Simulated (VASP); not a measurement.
OSZICAR of a VASP run on MnS (relaxed from the CsCl type structure, space group Pm-3m):

**OSZICAR**
```
       N       E                     dE             d eps       ncg     rms          rms(c)
DAV:   1     0.109511548948E+03    0.10951E+03   -0.97486E+03  3558   0.113E+03
DAV:   2    -0.227542304599E+02   -0.13227E+03   -0.12633E+03  3668   0.315E+02
DAV:   3    -0.283262330864E+02   -0.55720E+01   -0.54836E+01  4039   0.707E+01
DAV:   4    -0.283970271680E+02   -0.70794E-01   -0.70771E-01  3822   0.826E+00
DAV:   5    -0.283984170272E+02   -0.13899E-02   -0.13898E-02  4095   0.118E+00    0.117E+01
DAV:   6    -0.233867151341E+02    0.50117E+01   -0.14393E+01  3465   0.510E+01    0.149E+01
DAV:   7    -0.236818710348E+02   -0.29516E+00   -0.16979E+00  3409   0.185E+01    0.766E+00
DAV:   8    -0.236788449052E+02    0.30261E-02   -0.12443E-01  3710   0.359E+00    0.427E+00
DAV:   9    -0.236834676886E+02   -0.46228E-02   -0.11601E-01  3633   0.333E+00    0.848E-01
DAV:  10    -0.236845253087E+02   -0.10576E-02   -0.15130E-02  3612   0.106E+00    0.398E-01
DAV:  11    -0.236847619553E+02   -0.23665E-03   -0.25146E-03  3626   0.404E-01    0.137E-01
DAV:  12    -0.236849850698E+02   -0.22311E-03   -0.38046E-04  3619   0.164E-01    0.821E-02
DAV:  13    -0.236849781095E+02    0.69604E-05   -0.29368E-05  3626   0.603E-02    0.489E-02
DAV:  14    -0.236850091970E+02   -0.31087E-04   -0.16965E-05  3528   0.449E-02    0.195E-02
DAV:  15    -0.236850084224E+02    0.77455E-06   -0.45087E-06  3678   0.271E-02
   1 F= -.23685008E+02 E0= -.23684953E+02  d E =-.236850E+02  mag=     4.9063
```

Which electronic solver shows in the log?

It is blocked Davidson (ALGO = Normal, or the opening steps of other solvers). The INCAR had ALGO = Normal.

How was spin treated?

Collinear spin (ISPIN = 2): the summary line carries one mag value, 4.91 μB in the cell.

Can the final energy be trusted as converged?

The run converged. It stopped with EDIFF = 1E-6, NELM = 100, NSW = 60 and EDIFFG = -0.01 after 1 ionic step (r2SCAN meta-GGA, plane waves, VASP's PBE PAW potentials (set 64)). The moments were started parallel, and other spin orders were not tried in this run.

The structure was generated: MnS was put into the CsCl type type (Pm-3m), which need not be its known phase. It was relaxed first. The start is the result of an earlier pass.
